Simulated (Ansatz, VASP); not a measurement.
Given: the input of a run of Ansatz 0.2.0 on GaSn. 

File input.yaml:

```yaml
crystal:
  lattice:
    - [0.0, 2.90288142, 3.09821557]
    - [2.72925129, 0.0, 3.09821557]
    - [2.72925129, 2.90288142, 0.0]
  atoms:
    - { symbol: Ga, position: [0.5, 0.5, 0.5] }
    - { symbol: Sn, position: [0.0, 0.0, 0.0] }
hamiltonian:
  xc: r2scan
  pseudopotentials: { kind: paw }
kpoints:
  mp_grid: { grid: [8, 8, 8] }
scf:
  occupations: { method: fermi_dirac, width: 0.05 }
output:
  forces: true
  stress: true
  eigenvalues: true
relax:
  f_tol: 0.01
  max_steps: 40
  cell: { stress_tol: 0.05 }
```

Potentials or basis: Ansatz PAW.

Run with:

```console
$ ansatz run input.yaml --threads 2 --pin off --max-ram 5632MiB --backend cpu --events-out ev --progress --plain --runs-dir out
```

Set up the same calculation for VASP 6.6.1. Potentials or basis there: PBE PAW files Ga_d, Sn_d, 600 eV.

As run (cutoffs and basis follow the program's own potentials, and thresholds, step limits or extra output files can differ):

Contents of INCAR:

```
PREC = Accurate
ENCUT = 600
EDIFF = 1E-6
ISMEAR = -1
SIGMA = 0.05
LREAL = F
LASPH = T
NELM = 100
ALGO = Normal
ISIF = 3
LWAVE = F
LCHARG = F
METAGGA = R2SCAN
LMIXTAU = T
IBRION = 2
NSW = 40
EDIFFG = -0.02
```

KPOINTS

```
regular mesh
0
Gamma
  8 8 8
```

POSCAR

```
GaSn
1.0
    0.0000000000      2.9028814200      3.0982155700
    2.7292512900      0.0000000000      3.0982155700
    2.7292512900      2.9028814200      0.0000000000
Ga Sn
1 1
Direct
    0.5000000000      0.5000000000      0.5000000000
    0.0000000000      0.0000000000      0.0000000000
```

Potentials or basis: VASP PAW PBE potentials, release 64 (Ga_d, Sn_d).

Run with:

```sh
$ cat potpaw_PBE.64/Ga_d/POTCAR potpaw_PBE.64/Sn_d/POTCAR > POTCAR
$ mpirun -np 1 vasp_std > vasp.out
```

Both were run:

|  | Ansatz | VASP |
| --- | --- | --- |
| Relaxed volume | 23.55 Å³/atom | 23.53 Å³/atom |
| Relaxed cell | a = 4.054 Å, b = 4.054 Å, c = 4.053 Å, α = 60.01°, β = 60.00°, γ = 60.00° | a = 4.053 Å, b = 4.052 Å, c = 4.052 Å, α = 60.03°, β = 59.99°, γ = 59.98° |
| Space group after relaxing | Fm-3m (No. 225) | Fm-3m (No. 225) |
| Pressure after relaxing | 0.0 GPa | 0.0 GPa |

Ansatz's pressure holds a Pulay term of +0.03 GPa for its cutoff of 500 eV, which the other run lacks.

Ansatz's potentials were made for PBE. VASP's potentials were made for PBE.

Where Ansatz's input types no cutoff or centring, it takes its own default and a Γ-centred mesh.

Pressure is positive in compression.
